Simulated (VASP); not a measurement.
A VASP calculation is set up with these files.

INCAR:
```
SYSTEM=CrB
PREC=Accurate; ENCUT=520; LREAL=.FALSE.
LASPH=.TRUE.
EDIFF=1E-6; NELM=100; ALGO=Normal
LMAXMIX=4
ISMEAR=1; SIGMA=0.1
GGA=PS
MAGMOM=3.0 0.0
ISPIN=2
IBRION=2; NSW=60; ISIF=3
EDIFFG=-0.01
LWAVE=.FALSE.; LCHARG=.FALSE.; LORBIT=10
```

### KPOINTS
```
Automatic mesh
0
Gamma
11 11 11
0 0 0
```

**POSCAR**
```
CrB
1
    0.0000000000     2.5749820000     2.5749820000
    2.5749820000     0.0000000000     2.5749820000
    2.5749820000     2.5749820000     0.0000000000
Cr B
1 1
Direct
  0.0000000000   0.0000000000   0.0000000000
  0.2500000000   0.2500000000   0.2500000000
```

POTCAR, in this order: Cr_pv B (PBE.64 set). Program: vasp_std.

Q: Translate this PBEsol calculation to Quantum ESPRESSO's pw.x.

A: One equivalent input (not run):
```
&CONTROL
  calculation = 'vc-relax'
  pseudo_dir = './pseudo'
  outdir = './out'
  tprnfor = .true.
  tstress = .true.
  nstep = 60
  forc_conv_thr = 0.00039
/
&SYSTEM
  ibrav = 0
  nat = 2
  ntyp = 2
  ecutwfc = 94
  occupations = 'smearing'
  smearing = 'methfessel-paxton'
  degauss = 0.00735
  input_dft = 'pbesol'
  nspin = 2
  starting_magnetization(1) = 0.3
/
&ELECTRONS
  conv_thr = 7.3e-08
  electron_maxstep = 100
/
&IONS
/
&CELL
/
ATOMIC_SPECIES
  Cr 51.996 Cr.upf
  B 10.810 B.upf
CELL_PARAMETERS angstrom
     0.0000000    2.5749820    2.5749820
     2.5749820    0.0000000    2.5749820
     2.5749820    2.5749820    0.0000000
ATOMIC_POSITIONS crystal
  Cr   0.0000000  0.0000000  0.0000000
  B    0.2500000  0.2500000  0.2500000
K_POINTS automatic
  11 11 11 0 0 0
```
What does not carry over: the potentials are each code's own (VASP's PAW set, PseudoDojo norm-conserving files in pw.x), so ENCUT and ecutwfc are chosen apart and not converted; conv_thr bounds pw.x's estimated SCF error, while EDIFF bounds the energy change between steps; starting_magnetization is a fraction of the valence charge and MAGMOM a moment in μB, so they match only roughly; forc_conv_thr acts on force components and is met together with etot_conv_thr.

The structure was generated: CrB was put into the zinc blende type (F-43m), which need not be its known phase. This run relaxes it. Symmetry was kept, so distortions that lower it aren't found.
